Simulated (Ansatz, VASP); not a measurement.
## GaAs in two plane-wave programs

Aim: how closely do two programs agree when they are given the same cell, functional and k mesh? The cell is taken from a series of runs on this material, whose earlier steps may have relaxed, scaled, displaced or heated it; both programs get it as it stands.

Calculated with Ansatz 0.2.0; plane waves, with VASP 6.6.1 beside it; PBE.

## Step 1: Starting point

Symmetry: F-43m, No. 216, cubic system. The conventional cell has a = 5.668 Å, b = 5.668 Å, c = 5.668 Å, α = 90.00°, β = 90.00°, γ = 90.00°. Nearest to Ga lie 4 As at 2.45 Å. As has 4 Ga at 2.45 Å nearest. Farther neighbours are not listed.

## Step 2: VASP: zone-centre phonons, PBE, pair 1

Second derivatives magnify differences that forces hide, and they need a tight electronic threshold.

Lines of VASP's logs that name or quote its potential files are left out, and so is its time.

Contents of INCAR:

```
SYSTEM = GaAs
PREC = Accurate
ENCUT = 500
EDIFF = 1E-08
NELM = 120
ISMEAR = 0
SIGMA = 0.01
LREAL = .FALSE.
ALGO = Normal
GGA = PE
NBANDS = 15
LORBIT = 11
LWAVE = .FALSE.
LCHARG = .FALSE.
ISIF = 2
IBRION = 8
LASPH = .TRUE.
GGA_COMPAT = .FALSE.
EFERMI = MIDGAP
KPAR = 2
```

Contents of POSCAR:

```
GaAs
1.0
    0.0000000000      2.8341188513      2.8341188513
    2.8341188513      0.0000000000      2.8341188513
    2.8341188513      2.8341188513      0.0000000000
Ga As
1 1
Direct
    0.0000000000      0.0000000000      0.0000000000
    0.7500000000      0.7500000000      0.7500000000
```

Contents of KPOINTS:

```
Automatic mesh
0
Gamma
12 12 12
0 0 0
```

PAW data sets: Ga_d and As (PBE family, release 64).

Run with:

```sh
$ mpirun -np 2 vasp_std
```

Numbers of over 12 decimals in the logs are rounded to 6 here.

What it wrote:

```text
[banner, memory and clock lines left out]
running    2 mpi-ranks, on    1 nodes
 distrk:  each k-point on    1 cores,    2 groups
 distr:  one band on    1 cores,    1 groups

 POSCAR found type information on POSCAR GaAs
 POSCAR found :  2 types and       2 ions
 LDA part: xc-table for (Slater+PW92), standard interpolation
 POSCAR, INCAR and KPOINTS ok, starting setup
 FFT: planning ... GRIDC
 FFT: planning ... GRID_SOFT
 FFT: planning ... GRID
 WAVECAR not read
 entering main loop
       N       E                     dE             d eps       ncg     rms          rms(c)
DAV:   1     0.813852734149E+02    0.81385E+02   -0.89626E+03  2200   0.161E+03
DAV:   2    -0.207821644467E+01   -0.83463E+02   -0.80121E+02  2426   0.307E+02
DAV:   3    -0.831868794169E+01   -0.62405E+01   -0.62177E+01  2643   0.679E+01
DAV:   4    -0.841484290295E+01   -0.96155E-01   -0.96141E-01  2622   0.945E+00
DAV:   5    -0.841627790701E+01   -0.14350E-02   -0.14350E-02  2790   0.102E+00    0.288E+00
DAV:   6    -0.827655506618E+01    0.13972E+00   -0.22283E-01  3352   0.835E+00    0.174E+00
DAV:   7    -0.825730945129E+01    0.19246E-01   -0.64259E-02  2782   0.190E+00    0.561E-01
DAV:   8    -0.825813051017E+01   -0.82106E-03   -0.10222E-02  2629   0.121E+00    0.105E-01
DAV:   9    -0.825852652775E+01   -0.39602E-03   -0.97458E-04  2587   0.386E-01    0.519E-02
DAV:  10    -0.825858938130E+01   -0.62854E-04   -0.70914E-05  2913   0.887E-02    0.281E-02
DAV:  11    -0.825864020864E+01   -0.50827E-04   -0.73137E-05  2419   0.655E-02    0.323E-03
DAV:  12    -0.825864055858E+01   -0.34994E-06   -0.11922E-06  2769   0.155E-02    0.138E-03
DAV:  13    -0.825864089199E+01   -0.33341E-06   -0.50156E-07  2552   0.512E-03    0.638E-04
DAV:  14    -0.825864088416E+01    0.78367E-08   -0.79526E-09  2200   0.101E-03
   1 F= -.82586409E+01 E0= -.82586409E+01  d E =0.000000E+00
 Linear response reoptimize wavefunctions to high precision
DAV:   1    -0.825864091873E+01   -0.34570E-07   -0.32885E-09  2489   0.503E-04
DAV:   2    -0.825864091874E+01   -0.10459E-10   -0.74577E-11  1780   0.684E-05
 Linear response DOF=           2
 Linear response progress:
  Degree of freedom:   1/  2
       N       E                     dE             d eps       ncg     rms          rms(c)
RMM:   1    -0.164511912797E+00   -0.16451E+00    0.77725E-02 10644   0.805E+00
RMM:   2    -0.163204012205E+00    0.13079E-02   -0.24815E-02 16031   0.134E+00    0.420E-02
RMM:   3    -0.163468570034E+00   -0.26456E-03   -0.35534E-03 16831   0.402E-01    0.271E-02
RMM:   4    -0.163270297697E+00    0.19827E-03   -0.13524E-03 17722   0.173E-01    0.868E-03
RMM:   5    -0.163278911570E+00   -0.86139E-05   -0.65976E-05 17605   0.444E-02    0.377E-03
RMM:   6    -0.163288460992E+00   -0.95494E-05   -0.86723E-06 16917   0.173E-02    0.513E-04
RMM:   7    -0.163288790834E+00   -0.32984E-06   -0.91117E-06 17541   0.719E-03    0.288E-04
RMM:   8    -0.163291505196E+00   -0.27144E-05   -0.59074E-06 16832   0.305E-03    0.679E-05
RMM:   9    -0.163291524424E+00   -0.19228E-07   -0.14947E-06 17457   0.133E-03    0.266E-05
RMM:  10    -0.163291763637E+00   -0.23921E-06   -0.15545E-06 17366   0.613E-04    0.114E-05
RMM:  11    -0.163291786891E+00   -0.23254E-07   -0.12262E-06 16712   0.283E-04    0.400E-06
RMM:  12    -0.163291705170E+00    0.81721E-07   -0.52379E-07 17572   0.138E-04    0.370E-06
RMM:  13    -0.163291728897E+00   -0.23727E-07   -0.22518E-07 17489   0.695E-05    0.143E-06
RMM:  14    -0.163291745814E+00   -0.16917E-07   -0.26688E-07 17234   0.371E-05    0.618E-07
RMM:  15    -0.163291730627E+00    0.15187E-07   -0.53348E-08 15747   0.216E-05    0.168E-07
RMM:  16    -0.163291736501E+00   -0.58744E-08   -0.65758E-08 12768   0.146E-05    0.115E-07
 first order change of Fermi-energy   0.10717E+01
 force on displaced ion       1 direction 1 :  -9.303   0.000   0.000
 Linear response progress:
  Degree of freedom:   2/  2
       N       E                     dE             d eps       ncg     rms          rms(c)
RMM:   1    -0.441974301516E-01   -0.44197E-01    0.63693E-02 18555   0.149E+00
RMM:   2    -0.434922992723E-01    0.70513E-03   -0.40387E-03 15047   0.382E-01    0.804E-02
RMM:   3    -0.435197981468E-01   -0.27499E-04   -0.34890E-04 16852   0.120E-01    0.457E-02
RMM:   4    -0.437957838022E-01   -0.27599E-03   -0.79822E-05 16902   0.545E-02    0.444E-03
RMM:   5    -0.438057439311E-01   -0.99601E-05   -0.82300E-06 17315   0.150E-02    0.236E-03
RMM:   6    -0.437927182362E-01    0.13026E-04   -0.51243E-07 16532   0.530E-03    0.569E-04
RMM:   7    -0.437921343559E-01    0.58388E-06   -0.20728E-08 17182   0.189E-03    0.189E-04
RMM:   8    -0.437915957974E-01    0.53856E-06   -0.23450E-08 16514   0.778E-04    0.466E-05
RMM:   9    -0.437915199870E-01    0.75810E-07   -0.26032E-08 16958   0.288E-04    0.761E-06
RMM:  10    -0.437914601312E-01    0.59856E-07   -0.32073E-09 16973   0.105E-04    0.394E-06
RMM:  11    -0.437914673525E-01   -0.72213E-08   -0.13539E-09 16885   0.436E-05    0.127E-06
 first order change of Fermi-energy  -0.10714E+01
 force on displaced ion       2 direction 1 :  -9.366  -0.000  -0.000
 Linear response finished
```

Parts of OUTCAR (step 2):

```text
ion  position               nearest neighbor table
   1  0.000  0.000  0.000-   2 2.45   2 2.45   2 2.45   2 2.45
   2  0.750  0.750  0.750-   1 2.45   1 2.45   1 2.45   1 2.45

  LATTYP: Found a face centered cubic cell.
 ALAT       =     5.6682377026

 Subroutine GETGRP returns: Found 24 space group operations
 (whereof 24 operations were pure point group operations)

The static configuration has the point symmetry T_d .

 Found     72 irreducible k-points:

   k-points           NKPTS =     72   k-points in BZ     NKDIM =     72   number of bands    NBANDS=     15

   dimension x,y,z NGX =    30 NGY =   30 NGZ =   30
   dimension x,y,z NGXF=    60 NGYF=   60 NGZF=   60

   ENCUT  =  500.0 eV  36.75 Ry    6.06 a.u.   7.31  7.31  7.31*2*pi/ulx,y,z

   NELECT =      18.0000    total number of electrons

 k-points in reciprocal lattice and weights: Automatic mesh
   0.00000000  0.00000000  0.00000000       0.001
   0.08333333  0.00000000  0.00000000       0.005
   0.16666667  0.00000000  0.00000000       0.005
   0.25000000  0.00000000  0.00000000       0.005
   0.33333333  0.00000000  0.00000000       0.005
   0.41666667  0.00000000  0.00000000       0.005
   0.50000000  0.00000000  0.00000000       0.002
   0.08333333  0.08333333  0.00000000       0.003
   0.16666667  0.08333333  0.00000000       0.014
[...]
-0.33333333  0.50000000  0.16666667       0.007
  -0.25000000  0.50000000  0.25000000       0.003

 average (electrostatic) potential at core
       1 -66.4528       2 -50.3944

  Total        0.8244210      0.8244210      0.8244210      0.0000000      0.0000000      0.0000000
  in kB       29.0118529     29.0118529     29.0118529      0.0000000      0.0000000      0.0000000
  external PRESSURE =      29.0118529 kB  Pullay stress =       0.0000000 kB

  energy-cutoff  :      500.00
  volume of cell :       45.53
      direct lattice vectors                 reciprocal lattice vectors
     0.000000000  2.834118851  2.834118851    -0.176421677  0.176421677  0.176421677
     2.834118851  0.000000000  2.834118851     0.176421677 -0.176421677  0.176421677
     2.834118851  2.834118851  0.000000000     0.176421677  0.176421677 -0.176421677

 POSITION                                       TOTAL-FORCE (eV/Angst)
 -----------------------------------------------------------------------------------
      0.00000      0.00000      0.00000         0.000000      0.000000      0.000000
      4.25118      4.25118      4.25118        -0.000000     -0.000000     -0.000000
 -----------------------------------------------------------------------------------
    total drift:                                0.000000      0.000000     -0.000000

 Eigenvectors and eigenvalues of the dynamical matrix
 ----------------------------------------------------

   1 f  =    7.947477 THz    49.935473 2PiTHz  265.099307 cm-1    32.868110 meV
             X         Y         Z           dx          dy          dz
      0.000000  0.000000  0.000000     0.000000    0.000000    0.718525
      4.251178  4.251178  4.251178     0.000000   -0.000000   -0.695501

   2 f  =    7.947477 THz    49.935473 2PiTHz  265.099307 cm-1    32.868110 meV
             X         Y         Z           dx          dy          dz
      0.000000  0.000000  0.000000     0.000000    0.718525   -0.000000
      4.251178  4.251178  4.251178    -0.000000   -0.695501    0.000000

   3 f  =    7.947477 THz    49.935473 2PiTHz  265.099307 cm-1    32.868110 meV
             X         Y         Z           dx          dy          dz
      0.000000  0.000000  0.000000     0.718525   -0.000000    0.000000
      4.251178  4.251178  4.251178    -0.695501    0.000000    0.000000

   4 f/i=    0.013470 THz     0.084635 2PiTHz    0.449312 cm-1     0.055708 meV
             X         Y         Z           dx          dy          dz
      0.000000  0.000000  0.000000     0.092444    0.150617    0.672674
      4.251178  4.251178  4.251178     0.095505    0.155603    0.694942

   5 f/i=    0.013470 THz     0.084635 2PiTHz    0.449312 cm-1     0.055708 meV
             X         Y         Z           dx          dy          dz
      0.000000  0.000000  0.000000     0.308685    0.597799   -0.176273
      4.251178  4.251178  4.251178     0.318903    0.617588   -0.182109

   6 f/i=    0.013470 THz     0.084635 2PiTHz    0.449312 cm-1     0.055708 meV
             X         Y         Z           dx          dy          dz
      0.000000  0.000000  0.000000    -0.616352    0.321983    0.012610
      4.251178  4.251178  4.251178    -0.636755    0.332642    0.013027

 ELASTIC MODULI CONTR FROM IONIC RELAXATION (kBar)
 Direction    XX          YY          ZZ          XY          YZ          ZX
 --------------------------------------------------------------------------------
 XX          -0.0000      0.0000      0.0000     -0.0000      0.0000     -0.0000
 YY           0.0000     -0.0000      0.0000     -0.0000     -0.0000      0.0000
 ZZ           0.0000      0.0000     -0.0000      0.0000     -0.0000     -0.0000
 XY          -0.0000     -0.0000      0.0000   -204.3751      0.0000      0.0000
 YZ           0.0000     -0.0000     -0.0000      0.0000   -204.3751      0.0000
 ZX          -0.0000      0.0000     -0.0000      0.0000      0.0000   -204.3751
 --------------------------------------------------------------------------------
```

## Step 3: Ansatz: zone-centre phonons, PBE, pair 1

Ansatz runs on its PAW soft_1 files.

The same cell, functional and mesh now go to Ansatz, which takes its cutoff from its data sets.

Contents of input.yaml:

```yaml
crystal:
  lattice:
    - [0.0, 2.8341188513, 2.8341188513]
    - [2.8341188513, 0.0, 2.8341188513]
    - [2.8341188513, 2.8341188513, 0.0]
  atoms:
    - { symbol: Ga, position: [0.0, 0.0, 0.0] }
    - { symbol: As, position: [0.75, 0.75, 0.75] }
kpoints:
  mp_grid: { grid: [12, 12, 12] }
hamiltonian:
  xc: pbe
  pseudopotentials: { kind: paw, azcp: { folder: soft_1 } }
scf:
  occupations: { method: fixed }
output:
  eigenvalues: true
phonons:
  method: dfpt
```

Run with:

```sh
$ ansatz run input.yaml --threads 4 --pin off --max-ram 10240MiB --backend cpu --events-out ev --progress --plain --runs-dir out
```

What it wrote:

```text
zone centre: on kpoints.mp_grid the ground state, and the responses unless they are solved on pairs of k-points, stand on 163 of the mesh's 1728 k-points, reduced under 8 symmetry operations, with k and −k counted as one. Each operation leaves every solved displacement unchanged or reverses it
Engine: ansatz 0.2.0, aarch64-unknown-linux-gnu
Pseudopotentials: kind: paw
Pseudopotential: Ga, paw, valence charge 13, recommended cutoff 420 eV (normal), soft_1/Ga.paw.azcp
Pseudopotential: As, paw, valence charge 15, recommended cutoff 420 eV (normal), soft_1/As.paw.azcp
Functional definition: PBE
  parameter kappa = 0.804
  parameter beta = 0.066725
  exchange = pbe_x(kappa = kappa, mu = beta*pi^2/3)
  correlation = pbe_c(beta = beta)
Crystal: 2 atoms, lattice volume = 45.529 Å³
Basis set: ecut = 420 eV, 893 PW (Γ), exchange–correlation on 54×54×54 points (8 copies of the dense FFT grid, shifted against one another)
Bands: 18, of which v1, the nominal top of the filled ones, is band 14 counted from 1 (13 counted from 0)
Symmetry: 24 space group operations
k-points: 163 of 1728 (irreducible under 8 space group operations, time reversal used)
Non-local potential: Ga, projectors of the file, l = 0: 2, l = 1: 2, l = 2: 3, l = 3: 1
Non-local potential: As, projectors of the file, l = 0: 2, l = 1: 2, l = 2: 3, l = 3: 1
PAW form: soft (Blöchl's): semilocal exchange-correlation on the pseudo side does not see the compensation charge
PAW one-centre angular grid: Ga, 590 points (default); XC on 64 Gauss nodes
PAW one-centre angular grid: As, 590 points (default); XC on 64 Gauss nodes
Initial density: superposition of atomic densities (chi_scale 0.1, normalization cell, long waves kept (reshape's long-wave potential 0.00 eV rms))
Initial wavefunctions: pseudopotential atomic-orbital guess
Functional: x = pbe(κ = 0.804, μ = 0.219515), c = pbe(β = 0.066725)
SCF iter   1: F=—  HF=-8639.941855 eV  |F-HF|=—  |Δ(HF+E_count)|=         —  Δρ=4.36e-2  dr2=4.81e-1  ethr=3.10e-3  ⟨swp⟩=4.7  Hψ=12464  notcnv=0  defer=289
preconditioner: auto → none  [insulator: Δε(μ)=0.463 eV  Ē_g=15.693 eV  n_scr=14 (ndim 8)  ℏωp=23.3 eV  f_vac=0.001  ε∞_Penn≈3.2]
SCF iter   2: F=—  HF=-8639.870758 eV  |F-HF|=—  |Δ(HF+E_count)|=   7.11e-2  Δρ=1.85e-2  dr2=8.73e-2  ethr=1.72e-3  ⟨swp⟩=2.0  Hψ=4597  notcnv=0  defer=293
SCF iter   3: F=—  HF=-8639.865834 eV  |F-HF|=—  |Δ(HF+E_count)|=   4.92e-3  Δρ=6.21e-3  dr2=1.04e-2  ethr=3.12e-4  ⟨swp⟩=2.0  Hψ=4764  notcnv=0  defer=297
SCF iter   4: F=—  HF=-8639.857432 eV  |F-HF|=—  |Δ(HF+E_count)|=   8.40e-3  Δρ=9.42e-4  dr2=1.33e-4  ethr=3.73e-5  ⟨swp⟩=2.4  Hψ=4809  notcnv=0  defer=318
SCF iter   5: F=—  HF=-8639.857529 eV  |F-HF|=—  |Δ(HF+E_count)|=   9.70e-5  Δρ=2.35e-4  dr2=1.85e-5  ethr=4.77e-7  ⟨swp⟩=2.0  Hψ=5534  notcnv=0  defer=315
SCF iter   6: F=—  HF=-8639.857530 eV  |F-HF|=—  |Δ(HF+E_count)|=   4.88e-7  Δρ=7.60e-5  dr2=1.36e-6  ethr=6.61e-8  ⟨swp⟩=2.0  Hψ=5216  notcnv=0  defer=280
SCF iter   7: F=—  HF=-8639.857530 eV  |F-HF|=—  |Δ(HF+E_count)|=   5.98e-7  Δρ=1.04e-5  dr2=3.74e-8  ethr=4.87e-9  ⟨swp⟩=3.0  Hψ=5197  notcnv=0
SCF iter   8: F=—  HF=-8639.857530 eV  |F-HF|=—  |Δ(HF+E_count)|=   4.79e-8  Δρ=2.85e-6  dr2=2.51e-9  ethr=1.34e-10  ⟨swp⟩=2.0  Hψ=5216  notcnv=0
SCF iter   9: F=—  HF=-8639.857530 eV  |F-HF|=—  |Δ(HF+E_count)|=   1.62e-9  Δρ=5.17e-7  dr2=1.03e-10  ethr=8.95e-12  ⟨swp⟩=2.6  Hψ=5107  notcnv=0
SCF iter  10: F=-8639.857530 eV  HF=-8639.857530 eV  |F-HF|=3.64e-12  |Δ(HF+E_count)|=  3.38e-10  Δρ=1.30e-8  dr2=6.03e-14  ethr=1.00e-12  ⟨swp⟩=7.9  Hψ=17076  notcnv=0
SCF 1 converged in 10 iterations: F = -8639.857530 eV  dr2 = 6.03e-14
  greatest PAW one-centre occupation: 0.999 electrons in one spin orbital (limit 2), on the As atom at site 1 (counted from 0), in its partial waves of l = 2
DFPT response loops at Γ: preconditioner auto → none (the input reference at scf.mixing.eps_inf says where Resta's filter doesn't serve); β = 0.50; Broyden in place of MSR1
SCF converged after 10 iterations
Free energy (F): -8639.857530 eV
Harris-Foulkes:  -8639.857530 eV  (|F-HF|=3.64e-12)
Internal energy: -8639.857530 eV  (E = F + TS)
E sigma→0 (E₀):  -8639.857530 eV
Fermi energy:    7.821290 eV
--- Per-component energies (eV) ---
  E_band       = -321.743710
  E_kinetic    = 209.724402
  E_local      = -3669.359766  (includes V_loc(G=0)·N_el)
  E_nonlocal   = -486.311419
  E_hartree    = 2136.595627
  E_xc         = -133.906547
  E_vxc        = -129.962502  (∫ρ·V_xc dr)
  E_paw        = -4004.793383  (= ΣΔE_a)
  E_vpaw       = -519.025409  (= ΣTr[D̂ρ^β])
  E_aug_tail   = -0.000263  (compensation charges beyond the density's cutoff)
  E_ewald      = -2691.806182
  E_smearing   = -0.000000  (= −TS)
  E_closure    = -0.000000  (closes the sum)
  Σ components = -8639.857530   (vs F -8639.857530, Δ=0.00e0)
--- Band table (eV; the first three rows and the last of 163) ---
  k-point 0: bands = [... 10 lower, -4.8500, 7.8213, 7.8213, 7.8213, 8.2826, 11.5610, 11.5610, 11.5610]
  k-point 1: bands = [... 10 lower, -4.7690, 6.6007, 7.7095, 7.7095, 9.1392, 11.7106, 11.7279, 11.7279]
  k-point 2: bands = [... 10 lower, -4.5331, 5.1159, 7.4461, 7.4461, 9.4266, 12.1024, 12.1024, 12.4841]
  k-point 162: bands = [... 10 lower, -2.3290, 1.2342, 4.3277, 4.5210, 12.4095, 12.5420, 13.2145, 13.8701]
--- Phonons (Γ-DFPT): 2 representative perturbations + reference, on 163 of 1728 k-points (Σ response iterations 6) ---
  k mesh reduced under 8 symmetry operations, with k and −k counted as one. Each operation leaves every solved displacement unchanged or reverses it
  ASR residual: 1.037e-5 → 0.000e0 eV/Å²; symmetrization residual: 1.116e-6 eV/Å²
  ASR residual per site (eV/Å²): 8.03e-6 1.04e-5
  Γ frequencies (cm⁻¹): 0.00 0.00 0.00 264.73 264.73 264.73
  non-analytic LO–TO correction: not included (Born effective charges unavailable; polar crystals: no LO–TO splitting at Γ)
```

## Step 4: Side by side

Known differences besides the potentials themselves: fixed occupations in Ansatz, narrow Gaussian smearing in VASP; the data sets hold 28 valence electrons in Ansatz (on its PAW soft_1 files) and 18 in VASP; the cutoff is 420 eV in Ansatz and 500 eV in VASP. Total energies have different zeros and are not compared.

Compared:

```tsv
quantity	Ansatz	VASP	difference
optical mode 1 to 3 (cm⁻¹)	264.7	265.1	-0.14 %
```

Modes are paired by rising frequency, not by their patterns, so a pair may set unlike modes beside each other; they are those without the splitting of longitudinal modes.

## Step 5: Ansatz: zone-centre phonons, PBE, pair 2

Second derivatives magnify differences that forces hide, and they need a tight electronic threshold. The cell compared in this pair holds 46.48 Å³, against 45.53 Å³ for the pair before.

The cell is taken from a series of runs on this material, whose earlier steps may have relaxed, scaled, displaced or heated it; both programs get it as it stands.

input.yaml, the sections that differ from step 3:

```yaml
crystal:
  lattice:
    - [0.0, 2.8536651162, 2.8536651162]
    - [2.8536651162, 0.0, 2.8536651162]
    - [2.8536651162, 2.8536651162, 0.0]
  atoms:
    - { symbol: Ga, position: [0.0, 0.0, 0.0] }
    - { symbol: As, position: [0.75, 0.75, 0.75] }
# kpoints, hamiltonian, scf, output, phonons: as in step 3
```

What it wrote:

```text
[...]
Crystal: 2 atoms, lattice volume = 46.477 Å³
Basis set: ecut = 420 eV, 893 PW (Γ), exchange–correlation on 54×54×54 points (8 copies of the dense FFT grid, shifted against one another)
Bands: 18, of which v1, the nominal top of the filled ones, is band 14 counted from 1 (13 counted from 0)
Symmetry: 24 space group operations
k-points: 163 of 1728 (irreducible under 8 space group operations, time reversal used)
[...]
k-point 1: bands = [... 10 lower, -4.8967, 6.3026, 7.4435, 7.4435, 8.7620, 11.4218, 11.4472, 11.4472]
  k-point 2: bands = [... 10 lower, -4.6681, 4.8505, 7.1880, 7.1880, 9.0720, 11.8132, 11.8132, 12.1510]
  k-point 162: bands = [... 10 lower, -2.5477, 1.0499, 4.1532, 4.3457, 12.0429, 12.2610, 12.8781, 13.5908]
[...]
ASR residual: 1.132e-5 → 0.000e0 eV/Å²; symmetrization residual: 2.483e-6 eV/Å²
  ASR residual per site (eV/Å²): 6.42e-6 1.13e-5
  Γ frequencies (cm⁻¹): 0.00 0.00 0.00 258.20 258.20 258.20
[...]
[key lines of the parts left out:]
SCF converged after 10 iterations
Free energy (F): -8639.869369 eV
Fermi energy:    7.551507 eV
```

(Continued in part 2 of 2.)

[Lines on the potential files, build, host, timing and source positions are cut from VASP's logs without a mark.]

[Logs are printed without paths, hosts, clocks, repeated set-up lines and the standing remarks that a program may print on its own settings, such as how far it seeks lower states.]

[Hosts, paths, dates, database ids (printed as entryN), source tags and the programs' standing remarks are cut or masked in the printed files.]
